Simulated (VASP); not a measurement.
# ZrHg (P4/mmm) in VASP: a series of runs

The runs below take ZrHg through single point, relaxation of cell and atoms, with LDA.

All numbers are computed with VASP 6.6.1; they aren't measurements. Logs are shortened: lines on timing, memory, paths and dates and some standing lists are left out, and cuts for length are marked.

### Step 1. Starting point

It takes space group P4/mmm (No. 123, tetragonal). The conventional cell has a = 3.070 Å, b = 3.070 Å, c = 4.223 Å, α = 90.00°, β = 90.00°, γ = 90.00°. Around Zr (site symmetry 4/mmm) lie 8 Hg at 3.03 Å and 4 Zr at 3.07 Å. Hg (site symmetry 4/mmm) is surrounded by 8 Zr at 3.03 Å and 4 Hg at 3.07 Å.

### Step 2. Single point, LDA

Input file INCAR:

```
PREC     = Accurate       # precision mode
ENCUT    = 520            # plane-wave cutoff, eV
EDIFF    = 1E-6           # SCF threshold, eV
ISMEAR   = 0              # smearing method
SIGMA    = 0.1            # smearing width, eV
LREAL    = False          # projectors in reciprocal space
LASPH    = True           # aspherical terms in the spheres
NELM     = 80             # most SCF steps
ALGO     = Fast           # electronic algorithm
ISIF     = 2              # what is computed and relaxed
LWAVE    = False          # write WAVECAR
LCHARG   = False          # write CHGCAR
GGA      = CA             # functional
NBANDS   = 19             # bands
```

Input file KPOINTS:

```
Automatic mesh
0
Gamma
  14 14 10
```

Input file POSCAR:

```
ZrHg
1.0
    3.0699300197      0.0000000000      0.0000000000
    0.0000000000      3.0699300197      0.0000000000
    0.0000000000      0.0000000000      4.2231352065
Zr Hg
1 1
Direct
    0.5000000000      0.5000000000      0.5000000000
    0.0000000000      0.0000000000      0.0000000000
```

Potentials or basis: VASP PAW LDA potentials, release 64 (Zr_sv, Hg).

Run with:

```sh
$ cat potpaw_LDA.64/Zr_sv/POTCAR potpaw_LDA.64/Hg/POTCAR > POTCAR
$ mpirun -np 1 vasp_std > vasp.out
```

OUTCAR:

```text
PREC = Accurate
   ENCUT = 520
   EDIFF = 1E-6
   ISMEAR = 0
   LREAL = False
   LASPH = True
   NELM = 80
   ISIF = 2
   GGA = CA

 ion  position               nearest neighbor table
   1  0.500  0.500  0.500-   2 3.03   2 3.03   2 3.03   2 3.03   2 3.03   2 3.03   2 3.03   2 3.03

   2  0.000  0.000  0.000-   1 3.03   1 3.03   1 3.03   1 3.03   1 3.03   1 3.03   1 3.03   1 3.03

  LATTYP: Found a simple tetragonal cell.
 ALAT       =     3.0699300197
 C/A-ratio  =     1.3756454315

  Lattice vectors:

 A1 = (   3.0699300197,   0.0000000000,   0.0000000000)
 A2 = (   0.0000000000,   3.0699300197,   0.0000000000)
 A3 = (   0.0000000000,   0.0000000000,   4.2231352065)

Analysis of symmetry for initial positions (statically):
=====================================================================
 Subroutine PRICEL returns:
 Original cell was already a primitive cell.

 Routine SETGRP: Setting up the symmetry group for a
 simple tetragonal supercell.

 Subroutine GETGRP returns: Found 16 space group operations
 (whereof 16 operations were pure point group operations)
 out of a pool of 16 trial point group operations.

The static configuration has the point symmetry D_4h.

Analysis of symmetry for dynamics (positions and initial velocities):
=====================================================================
 Subroutine PRICEL returns:
 Original cell was already a primitive cell.

 Routine SETGRP: Setting up the symmetry group for a
 simple tetragonal supercell.

 Subroutine GETGRP returns: Found 16 space group operations
 (whereof 16 operations were pure point group operations)
 out of a pool of 16 trial point group operations.

The dynamic configuration has the point symmetry D_4h.

 Subroutine INISYM returns: Found 16 space group operations
 (whereof 16 operations are pure point group operations),
 and found     1 'primitive' translations

----------------------------------------------------------------------------------------

                                     Primitive cell

  volume of cell :      39.8008

  direct lattice vectors                    reciprocal lattice vectors
     3.069930020  0.000000000  0.000000000     0.325740324  0.000000000  0.000000000
     0.000000000  3.069930020  0.000000000     0.000000000  0.325740324  0.000000000
     0.000000000  0.000000000  4.223135207     0.000000000  0.000000000  0.236790903

  length of vectors
     3.069930020  3.069930020  4.223135207     0.325740324  0.325740324  0.236790903

[... 75 lines left out ...]
   LNONCOLLINEAR =      F non collinear calculations
   LSORBIT =      F    spin-orbit coupling
   LASPH  =      T    aspherical Exc in radial PAW
   ENCUT  =  520.0 eV  38.22 Ry    6.18 a.u.   5.71  5.71  7.85*2*pi/ulx,y,z
   NELM   =     80;   NELMIN=  2; NELMDL= -5     # of ELM steps
   EDIFF  = 0.1E-05   stopping-criterion for ELM
   LREAL  =      F    real-space projection
   EDIFFG = 0.1E-04   stopping-criterion for IOM
   NSW    =      0    number of steps for IOM
   IBRION =     -1    ionic relax: 0-MD 1-quasi-New 2-CG
   NFREE  =      0    steps in history (QN), initial steepest desc. (CG)
   ISIF   =      2    stress and relaxation
   ISYM   =      2    0-nonsym 1-usesym 2-fastsym
   POTIM  = 0.5000    time-step for ionic-motion
   TEBEG  =    0.0;   TEEND  =   0.0 temperature during run
   PSTRESS=    0.0 pullay stress
   NELECT =      24.0000    total number of electrons
   NUPDOWN=      -1.0000    fix difference up-down
   EMIN   =  10.00;   EMAX   =-10.00  energy-range for DOS
   EFERMI =   0.00;   METHOD = LEGACY
   ISMEAR =     0;   SIGMA  =   0.10  broadening in eV -4-tet -1-fermi 0-gaus
   EFERMI_NEDOS =   21; number of points for ismear=-14 and -15
   IALGO  =     68    algorithm
   IMIX   =      4    mixing-type and parameters
     AMIX     =   0.40;   BMIX     =  1.00
     AMIX_MAG =   1.60;   BMIX_MAG =  1.00
  volume/ion in A,a.u.               =      19.90       134.29
  Fermi-wavevector in a.u.,A,eV,Ry     =   1.383082  2.613646 26.026800  1.912916
  Thomas-Fermi vector in A             =   2.507713
   LORBIT       =      0    0 simple, 1 ext, 2 COOP (PROOUT), +10 PAW based schemes
   GGA     = CA    functional components
   LHFCALC =     F    Hartree Fock is set to
   AEXX    =    0.0000 exact exchange contribution
   IVDW    =     0    specifies the selected vdW correction
   LEPSILON=     F    determine dielectric tensor
   LRPA    =     F    only Hartree local field effects (RPA)
 non-spin polarized calculation
 RMM-DIIS sequential band-by-band and
 Gauss-broadening in eV      SIGMA  =   0.10
  energy-cutoff  :      520.00
  volume of cell :       39.80
 maximum number of plane-waves:      1104
 NGX is ok and might be reduce to    24
   NGX = 11   NGY = 11   NGZ = 15

 number of electron      24.0000000 magnetization

 Free energy of the ion-electron system (eV)
  ---------------------------------------------------
  ext. energy  EPLUGINS =         0.00000000
  ---------------------------------------------------
  free energy    TOTEN  =       -10.95217877 eV

  energy without entropy =      -10.94105534  energy(sigma->0) =      -10.94661706

 E-fermi :   7.4850     XC(G=0): -12.1005

 val. band max:        7.4841954178   @ k =   0.2857   0.0714   0.5000
 cond. band min:       7.4927085524   @ k =   0.5000   0.1429   0.1000
 fundamental gap:      0.0085131346
 Fermi energy:         7.4850192781

 k-point     1 :       0.0000    0.0000    0.0000
  band No.  band energies     occupation
      1     -41.0966      2.00000
      2     -19.4221      2.00000
      3     -18.8513      2.00000
      4     -18.8513      2.00000
      5      -1.7594      2.00000
      6      -1.0999      2.00000
[... 505 lines left out ...]
      6      -0.3994      2.00000
[... 11 lines left out ...]
     18      15.9991      0.00000
     19      17.9376      0.00000

 [... further k-points ...]
[... 5 lines left out ...]
  --------------------------------------------------------------------------------------
  -------------------------------------------------------------------------------------
  Total        0.2041105      0.2041105      0.2349815      0.0000000      0.0000000      0.0000000
  in kB        8.2164451      8.2164451      9.4591563      0.0000000      0.0000000      0.0000000
  external PRESSURE =       8.6306822 kB  Pullay stress =       0.0000000 kB

 VOLUME and BASIS-vectors are now :
 -----------------------------------------------------------------------------
  energy-cutoff  :      520.00
  volume of cell :       39.80
      direct lattice vectors                 reciprocal lattice vectors
     3.069930020  0.000000000  0.000000000     0.325740324  0.000000000  0.000000000
     0.000000000  3.069930020  0.000000000     0.000000000  0.325740324  0.000000000
     0.000000000  0.000000000  4.223135207     0.000000000  0.000000000  0.236790903

 POSITION                                       TOTAL-FORCE (eV/Angst)
 -----------------------------------------------------------------------------------
      1.53497      1.53497      2.11157         0.000000      0.000000      0.000000
      0.00000      0.00000      0.00000         0.000000      0.000000      0.000000
 -----------------------------------------------------------------------------------
    total drift:                               -0.000000      0.000000     -0.000000

  FREE ENERGIE OF THE ION-ELECTRON SYSTEM (eV)
  ---------------------------------------------------
  free  energy   TOTEN  =       -10.9521787737 eV

  energy  without entropy=      -10.9410553392  energy(sigma->0) =      -10.94661706
```

OSZICAR:

```text
N       E                     dE             d eps       ncg     rms          rms(c)
DAV:   1     0.206403822357E+03    0.20640E+03   -0.13226E+04  8336   0.127E+03
DAV:   2    -0.186122376291E+01   -0.20827E+03   -0.20284E+03  8874   0.362E+02
DAV:   3    -0.114346348115E+02   -0.95734E+01   -0.94642E+01 13639   0.689E+01
DAV:   4    -0.116730420278E+02   -0.23841E+00   -0.23742E+00  9969   0.758E+00
DAV:   5    -0.116768984632E+02   -0.38564E-02   -0.38560E-02 10588   0.829E-01    0.125E+01
RMM:   6    -0.110586151185E+02    0.61828E+00   -0.10359E+00  8505   0.769E+00    0.664E+00
RMM:   7    -0.109563939327E+02    0.10222E+00   -0.25282E-01  9397   0.293E+00    0.180E+00
RMM:   8    -0.109525328465E+02    0.38611E-02   -0.34371E-02 10836   0.107E+00    0.826E-01
RMM:   9    -0.109518546351E+02    0.67821E-03   -0.69036E-03 11276   0.652E-01    0.107E-01
RMM:  10    -0.109520671137E+02   -0.21248E-03   -0.21347E-03 12436   0.273E-01    0.851E-02
RMM:  11    -0.109521369739E+02   -0.69860E-04   -0.62947E-04 12527   0.145E-01    0.541E-02
RMM:  12    -0.109521612714E+02   -0.24297E-04   -0.24104E-04 12203   0.110E-01    0.321E-02
RMM:  13    -0.109521696878E+02   -0.84164E-05   -0.84699E-05 12120   0.534E-02    0.831E-03
RMM:  14    -0.109521745144E+02   -0.48266E-05   -0.33996E-05 10514   0.273E-02    0.960E-03
RMM:  15    -0.109521766092E+02   -0.20948E-05   -0.15068E-05  8465   0.167E-02    0.957E-03
RMM:  16    -0.109521778285E+02   -0.12193E-05   -0.80427E-06  8125   0.133E-02    0.171E-02
RMM:  17    -0.109521788681E+02   -0.10396E-05   -0.49861E-06  7243   0.118E-02    0.254E-02
RMM:  18    -0.109521787737E+02    0.94406E-07   -0.23029E-06  6296   0.750E-03
   1 F= -.10952179E+02 E0= -.10946617E+02  d E =-.111234E-01
```

stdout:

```text
POSCAR found type information on POSCAR ZrHg
 POSCAR found :  2 types and       2 ions
 scaLAPACK will be used
 LDA part: xc-table for (Slater(with rela. corr.)+CA(PZ))
 , standard interpolation
 POSCAR, INCAR and KPOINTS ok, starting setup
 FFT: planning ... GRIDC
 FFT: planning ... GRID_SOFT
 FFT: planning ... GRID
 WAVECAR not read
 entering main loop
WARNING in EDDRMM: call to ZHEGV failed, returncode =   8  4     13
WARNING in EDDRMM: call to ZHEGV failed, returncode =   8  4     14
WARNING in EDDRMM: call to ZHEGV failed, returncode =   8  4     10
WARNING in EDDRMM: call to ZHEGV failed, returncode =   8  4     10
WARNING in EDDRMM: call to ZHEGV failed, returncode =   6  3     11
WARNING in EDDRMM: call to ZHEGV failed, returncode =   8  4     10
WARNING in EDDRMM: call to ZHEGV failed, returncode =   6  3     11
WARNING in EDDRMM: call to ZHEGV failed, returncode =   6  3     16
WARNING in EDDRMM: call to ZHEGV failed, returncode =   6  3     13
WARNING in EDDRMM: call to ZHEGV failed, returncode =   6  3     13
WARNING in EDDRMM: call to ZHEGV failed, returncode =   6  3     12
WARNING in EDDRMM: call to ZHEGV failed, returncode =   6  3     11
WARNING in EDDRMM: call to ZHEGV failed, returncode =   6  3     15
WARNING in EDDRMM: call to ZHEGV failed, returncode =   6  3     18
WARNING in EDDRMM: call to ZHEGV failed, returncode =   6  3     15
WARNING in EDDRMM: call to ZHEGV failed, returncode =   6  3     14
WARNING in EDDRMM: call to ZHEGV failed, returncode =   6  3     17
WARNING in EDDRMM: call to ZHEGV failed, returncode =   6  3     18
```

Wall time 3.4 min (1 thread of AMD EPYC 7R43 (Zen 3), shared host); peak memory 0.23 GiB.

Results:

```yaml
Free_energy: -10.9522 eV
Pressure: 0.9 GPa
Band_gap_on_the_k_mesh: none (metal or under the smearing width)
```

Spin-orbit coupling is left out, which matters for the levels of Hg.

### Step 3. Relaxation of cell and atoms, LDA

This run uses another cell than the first one, of 20.65 Å³/atom, 1.038 times its volume.

Input file INCAR:

```
ALGO = Fast
EDIFF = 1E-6
EDIFFG = -0.005
ENCUT = 600
IBRION = 2
ISIF = 3
ISMEAR = 0
LASPH = T
LCHARG = F
LREAL = F
LWAVE = F
NELM = 80
NSW = 100
PREC = Accurate
SIGMA = 0.1
```

Input file KPOINTS:

```
k-points
0
Gamma
  14 14 10
```

Input file POSCAR:

```
ZrHg
1.0
    3.1470000000      0.0000000000      0.0000000000
    0.0000000000      3.1470000000      0.0000000000
    0.0000000000      0.0000000000      4.1700000000
Zr Hg
1 1
Direct
    0.5000000000      0.5000000000      0.5000000000
    0.0000000000      0.0000000000      0.0000000000
```

Potentials or basis: VASP PAW LDA potentials, release 64 (Zr_sv, Hg).

Run with:

```sh
$ cat potpaw_LDA.64/Zr_sv/POTCAR potpaw_LDA.64/Hg/POTCAR > POTCAR
$ mpirun -np 1 vasp_std > vasp.out
```

OUTCAR:

```text
EDIFF = 1E-6
   EDIFFG = -0.005
   ENCUT = 600
   IBRION = 2
   ISIF = 3
   ISMEAR = 0
   LASPH = T
   LREAL = F
   NELM = 80
   NSW = 100
   PREC = Accurate

 ion  position               nearest neighbor table
   1  0.500  0.500  0.500-   2 3.05   2 3.05   2 3.05   2 3.05   2 3.05   2 3.05   2 3.05   2 3.05

   2  0.000  0.000  0.000-   1 3.05   1 3.05   1 3.05   1 3.05   1 3.05   1 3.05   1 3.05   1 3.05

  LATTYP: Found a simple tetragonal cell.
 ALAT       =     3.1470000000
 C/A-ratio  =     1.3250714967

  Lattice vectors:

 A1 = (   3.1470000000,   0.0000000000,   0.0000000000)
 A2 = (   0.0000000000,   3.1470000000,   0.0000000000)
 A3 = (   0.0000000000,   0.0000000000,   4.1700000000)

Analysis of symmetry for initial positions (statically):
=====================================================================
 Subroutine PRICEL returns:
 Original cell was already a primitive cell.
[... 432 lines left out ...]
  ---------------------------------------------------
  free energy    TOTEN  =       -10.95308173 eV

  energy without entropy =      -10.94184572  energy(sigma->0) =      -10.94746373

 E-fermi :   7.4050     XC(G=0): -12.0643

 val. band max:        7.4045731764   @ k =   0.4286   0.1429   0.1000
 cond. band min:       7.4051236980   @ k =   0.2857   0.0714   0.5000
 fundamental gap:      0.0005505215
 Fermi energy:         7.4050094575

 k-point     1 :       0.0000    0.0000    0.0000
  band No.  band energies     occupation
      1     -41.1921      2.00000
      2     -19.5143      2.00000
      3     -18.9521      2.00000
      4     -18.9521      2.00000
      5      -1.7899      2.00000
      6      -1.1380      2.00000
[... 433 lines left out ...]
      3     -19.4120      2.00000
      4     -19.1899      2.00000
      5      -0.4479      2.00000
      6      -0.4462      2.00000
[... 8 lines left out ...]
     15       9.8015      0.00000
     16      12.2645      0.00000

 [... further k-points ...]
[... 5 lines left out ...]
  --------------------------------------------------------------------------------------
  -------------------------------------------------------------------------------------
  Total       -0.0002799     -0.0002799     -0.0022443      0.0000000      0.0000000      0.0000000
  in kB       -0.0111897     -0.0111897     -0.0897122      0.0000000      0.0000000      0.0000000
  external PRESSURE =      -0.0373639 kB  Pullay stress =       0.0000000 kB
[... 17 lines left out ...]
  FREE ENERGIE OF THE ION-ELECTRON SYSTEM (eV)
  ---------------------------------------------------
  free  energy   TOTEN  =       -10.9530817307 eV

  energy  without entropy=      -10.9418457226  energy(sigma->0) =      -10.94746373

 reached required accuracy - stopping structural energy minimisation
```

OSZICAR:

```text
N       E                     dE             d eps       ncg     rms          rms(c)
DAV:   1     0.222638199975E+03    0.22264E+03   -0.14613E+04  6968   0.168E+03
DAV:   2    -0.175835988899E+01   -0.22440E+03   -0.22074E+03  8296   0.428E+02
DAV:   3    -0.114303493964E+02   -0.96720E+01   -0.95879E+01 11896   0.811E+01
[... 90 lines left out ...]
RMM:   3    -0.109530656152E+02    0.82295E-04   -0.49397E-04  7406   0.169E-01    0.511E-02
RMM:   4    -0.109530739723E+02   -0.83571E-05   -0.12341E-04  8347   0.653E-02    0.270E-02
RMM:   5    -0.109530791262E+02   -0.51539E-05   -0.34005E-05  8129   0.319E-02    0.146E-02
RMM:   6    -0.109530812084E+02   -0.20821E-05   -0.13465E-05  6968   0.208E-02    0.411E-03
RMM:   7    -0.109530817307E+02   -0.52233E-06   -0.44430E-06  5438   0.115E-02
   8 F= -.10953082E+02 E0= -.10947464E+02  d E =-.162030E-04
```

It took 22 min on 1 thread of AMD EPYC 7R43 (Zen 3), shared host; peak memory 0.27 GiB.

What came out:

- Free energy: -10.9531 eV
- Relaxed volume: 20.04 Å³/atom
- Relaxed cell: a = 3.077 Å, b = 3.077 Å, c = 4.233 Å, α = 90.00°, β = 90.00°, γ = 90.00°
- Space group after relaxing (to 0.05 Å): P4/mmm (No. 123)
- Energy gained by relaxing: 8.9 meV/atom
- Ionic steps: 8
- Pressure after relaxing: 0.0 GPa
- Band gap on the k mesh: none (metal or under the smearing width)

Step by step:
```
step  energy change (eV)  largest force (eV/Å)  pressure (GPa)  volume (Å³)
   1              0.0000                0.0000           -3.20        41.30
   2              0.0040                0.0000            4.49        38.88
   3             -0.0122                0.0000            0.16        40.15
   4             -0.0151                0.0000            0.12        40.12
   5             -0.0178                0.0000            0.12        40.05
   6             -0.0178                0.0000            0.12        40.04
   7             -0.0177                0.0000           -0.20        40.16
   8             -0.0178                0.0000            0.00        40.08
```

Final structure:
```xyz
2
Lattice="3.0770 0.0000 0.0000 0.0000 3.0770 0.0000 0.0000 0.0000 4.2335" Properties=species:S:1:pos:R:3 pbc="T T T"
Zr    1.5385    1.5385    2.1167
Hg    0.0000    0.0000    0.0000
```

The run has no spin-orbit coupling, so splittings on Hg are missing. Zero-point motion and thermal expansion aren't in these numbers.

### Step 4. Single point, LDA

This run uses another cell than the first one, of 20.65 Å³/atom, 1.038 times its volume.

Input file INCAR:

```
ALGO = Normal
EDIFF = 1E-7
ENCUT = 520
ISIF = 2
ISMEAR = 0
LASPH = T
LCHARG = F
LREAL = F
LWAVE = F
NBANDS = 19
NELM = 60
PREC = Accurate
SIGMA = 0.1
```

Input file KPOINTS:

```
k-points
0
Gamma
  6 6 4
```

POSCAR is that of step 3.

Run with:

```sh
$ cat potpaw_LDA.64/Zr_sv/POTCAR potpaw_LDA.64/Hg/POTCAR > POTCAR
$ mpirun -np 1 vasp_std > vasp.out
```

It took 22 s on 1 thread of AMD EPYC 7R43 (Zen 3), shared host; peak memory 0.11 GiB.

Results (log left out):

```yaml
Free_energy: -10.9241 eV
Pressure: -2.9 GPa
Band_gap_on_the_k_mesh: none (metal or under the smearing width)
```

Stress tensor (GPa, compression positive):
```
-1.70  0.00  0.00
 0.00 -1.70  0.00
 0.00  0.00 -5.22
```

Levels at points of the mesh, in eV from the Fermi level:
```csv
k point,band 10,band 11,band 12,band 13,band 14,band 15
"(0.00, 0.00, 0.00)",-6.58,-0.75,-0.46,1.76,3.37,3.37
"(0.50, 0.00, 0.00)",-3.65,-3.63,-1.32,-0.55,1.71,3.12
"(0.50, 0.50, 0.00)",-2.91,0.59,0.59,1.76,1.76,1.90
"(0.00, 0.00, 0.50)",-6.17,-4.39,-1.10,1.41,1.92,1.92
"(0.50, 0.00, 0.50)",-4.20,-1.18,-0.38,-0.01,2.53,3.19
"(0.50, 0.50, 0.50)",-2.70,-2.09,-2.09,0.00,2.90,5.83
```

Caveat: the k mesh is coarse (spacing up to 0.38 Å⁻¹), so the values aren't converged.

### Step 5. Summary

| task | cell | k mesh | cutoff (eV) | mesh quality | gap on the mesh (eV) | pressure (GPa) |
| --- | --- | --- | --- | --- | --- | --- |
| single point | P4/mmm, 19.9 Å³/atom | 14 × 14 × 10 | 520 | not flagged | none | 0.9 |
| relaxation of cell and atoms | relaxed | 14 × 14 × 10 | 600 | not flagged | none | 0.0 |
| single point | P4/mmm, 20.65 Å³/atom | 6 × 6 × 4 | 520 | coarse | none | -2.9 |

Alike in all rows: level LDA; potentials or basis VASP PAW LDA potentials, release 64 (Zr_sv, Hg); no spin polarisation; smearing gaussian 0.1 eV.

Caveats: some runs use coarse meshes.

Absolute energies hang on the potentials; compare differences alone.
